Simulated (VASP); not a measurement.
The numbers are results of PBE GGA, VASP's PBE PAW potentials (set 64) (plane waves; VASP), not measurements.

Input for VASP

POSCAR:
```
GeRh
3.0480010
  1.0000000000   0.0000000000   0.0000000000
  0.0000000000   1.0000000000   0.0000000000
  0.0000000000   0.0000000000   1.0000000000
Rh Ge
1 1
direct
  0.0000000000   0.0000000000   0.0000000000
  0.5000000000   0.5000000000   0.5000000000
```

KPOINTS:
```
Automatic mesh
0
Gamma
11 11 11
0 0 0
```

**INCAR**
```
SYSTEM  =  GeRh
PREC  =  Accurate; ENCUT  =  400; LREAL  =  F
LASPH  =  T
EDIFF  =  1E-6; NELM  =  100; ALGO  =  Damped
LMAXMIX  =  4
ISMEAR  =  1; SIGMA  =  0.1
GGA  =  PE
ISIF  =  2
LWAVE  =  F; LCHARG  =  F
```

POTCAR, in this order: Rh_pv Ge_d (PBE.64 set). Program: vasp_std.

The run wrote:

File OUTCAR:
```
 ion  position               nearest neighbor table
   1  0.000  0.000  0.000-   2 2.64   2 2.64   2 2.64   2 2.64   2 2.64   2 2.64   2 2.64   2 2.64
  LATTYP: Found a simple cubic cell.
 ALAT       =     3.0480010000
 Subroutine PRICEL returns:
 Original cell was already a primitive cell.
 Subroutine GETGRP returns: Found 48 space group operations
The static configuration has the point symmetry O_h .
The dynamic configuration has the point symmetry O_h .
 Subroutine INISYM returns: Found 48 space group operations
 Subroutine IBZKPT returns following result:
 Found     56 irreducible k-points:

 Following reciprocal coordinates:
            Coordinates               Weight
  0.000000  0.000000  0.000000      1.000000
  0.090909  0.000000  0.000000      6.000000
  0.181818  0.000000  0.000000      6.000000
  0.272727  0.000000  0.000000      6.000000
  0.363636  0.000000  0.000000      6.000000
  0.454545  0.000000  0.000000      6.000000
  0.090909  0.090909  0.000000     12.000000
  0.181818  0.090909  0.000000     24.000000
  0.272727  0.090909  0.000000     24.000000
  0.363636  0.090909  0.000000     24.000000
  0.454545  0.090909  0.000000     24.000000
  0.181818  0.181818  0.000000     12.000000
  0.272727  0.181818  0.000000     24.000000
  0.363636  0.181818  0.000000     24.000000
  0.454545  0.181818  0.000000     24.000000
  0.272727  0.272727  0.000000     12.000000
  0.363636  0.272727  0.000000     24.000000
  0.454545  0.272727  0.000000     24.000000
  0.363636  0.363636  0.000000     12.000000
  0.454545  0.363636  0.000000     24.000000
  0.454545  0.454545  0.000000     12.000000
  0.090909  0.090909  0.090909      8.000000
  0.181818  0.090909  0.090909     24.000000
  0.272727  0.090909  0.090909     24.000000
  0.363636  0.090909  0.090909     24.000000
...
```

**OSZICAR**
```
       N       E                     dE             d eps       ncg     rms           ort
DAV:   1     0.313459400985E+03    0.31346E+03   -0.12667E+04  1008   0.366E+03
DAV:   2     0.513622227265E+02   -0.26210E+03   -0.25806E+03  1008   0.617E+02
DAV:   3    -0.315090779923E+01   -0.54513E+02   -0.52838E+02  1008   0.226E+02
DAV:   4    -0.111096088408E+02   -0.79587E+01   -0.77887E+01  1008   0.937E+01
DAV:   5    -0.125019107493E+02   -0.13923E+01   -0.13759E+01  1008   0.383E+01
SDA:   6    -0.115940599751E+02    0.90785E+00   -0.19541E+01  1008   0.489E+01   0.000E+00
DMP:   7    -0.119933426277E+02   -0.39928E+00   -0.56609E+00  1008   0.244E+01  -0.267E+01
DMP:   8    -0.122732182720E+02   -0.27988E+00   -0.10210E+00  1008   0.263E+00  -0.203E-01
DMP:   9    -0.122789292711E+02   -0.57110E-02   -0.10462E+00  1008   0.350E+00  -0.231E+00
DMP:  10    -0.123193518947E+02   -0.40423E-01   -0.13447E-01  1008   0.563E-01  -0.593E-01
DMP:  11    -0.123242065683E+02   -0.48547E-02   -0.12924E-01  1008   0.360E-01  -0.971E-02
DMP:  12    -0.123284749259E+02   -0.42684E-02   -0.31631E-02  1008   0.122E-01  -0.111E-01
DMP:  13    -0.123301584653E+02   -0.16835E-02   -0.14996E-02  1008   0.355E-02   0.522E-03
DMP:  14    -0.123305766302E+02   -0.41816E-03   -0.50939E-03  1008   0.193E-02  -0.172E-02
DMP:  15    -0.123308467399E+02   -0.27011E-03   -0.20125E-03  1008   0.476E-03   0.718E-04
DMP:  16    -0.123309160943E+02   -0.69354E-04   -0.80587E-04  1008   0.257E-03  -0.145E-03
DMP:  17    -0.123309492764E+02   -0.33182E-04   -0.18036E-04  1008   0.597E-04  -0.383E-04
DMP:  18    -0.123309582003E+02   -0.89239E-05   -0.17958E-04  1008   0.461E-04  -0.326E-05
DMP:  19    -0.123309668060E+02   -0.86057E-05   -0.19739E-05  1008   0.502E-05  -0.220E-06
DMP:  20    -0.123309672613E+02   -0.45535E-06   -0.25280E-05  1008   0.694E-05  -0.162E-05
DMP:  21    -0.123309687230E+02   -0.14617E-05   -0.60616E-06  1008   0.121E-05   0.794E-06
DMP:  22    -0.123309690633E+02   -0.34027E-06   -0.43656E-06  1008   0.100E-05   0.238E-06
   1 F= -.12330969E+02 E0= -.12330890E+02  d E =-.237798E-03
```

File OUTCAR:
```
------------------------ aborting loop because EDIFF is reached ----------------------------------------
  FORCE on cell =-STRESS in cart. coord.  units (eV):
  Direction    XX          YY          ZZ          XY          YZ          ZX
  --------------------------------------------------------------------------------------
  Total        0.8190246      0.8190246      0.8190246     -0.0000000      0.0000000     -0.0000000
  in kB       46.3406574     46.3406574     46.3406574     -0.0000000      0.0000000     -0.0000000
  external PRESSURE =      46.3406574 kB  Pullay stress =       0.0000000 kB
  volume of cell :       28.32
      direct lattice vectors                 reciprocal lattice vectors
     3.048001000  0.000000000  0.000000000     0.328083882  0.000000000  0.000000000
     0.000000000  3.048001000  0.000000000     0.000000000  0.328083882  0.000000000
     0.000000000  0.000000000  3.048001000     0.000000000  0.000000000  0.328083882
 POSITION                                       TOTAL-FORCE (eV/Angst)
 -----------------------------------------------------------------------------------
      0.00000      0.00000      0.00000         0.000000      0.000000      0.000000
      1.52400      1.52400      1.52400         0.000000      0.000000      0.000000
 -----------------------------------------------------------------------------------
    total drift:                               -0.000000      0.000000      0.000000
  FREE ENERGIE OF THE ION-ELECTRON SYSTEM (eV)
  ---------------------------------------------------
  free  energy   TOTEN  =       -12.3309690633 eV

  energy  without entropy=      -12.3307312653  energy(sigma->0) =      -12.33088980
```
(Selected blocks of OUTCAR.)

The structure was generated: GeRh was put into the CsCl type (Pm-3m), which need not be its known phase. The cell was not relaxed at this level. The run is one of a series of settings (ALGO = Damped against the base run), some of them coarse on purpose. The electron count is odd and the run is not spin-polarised, which forces a metal.
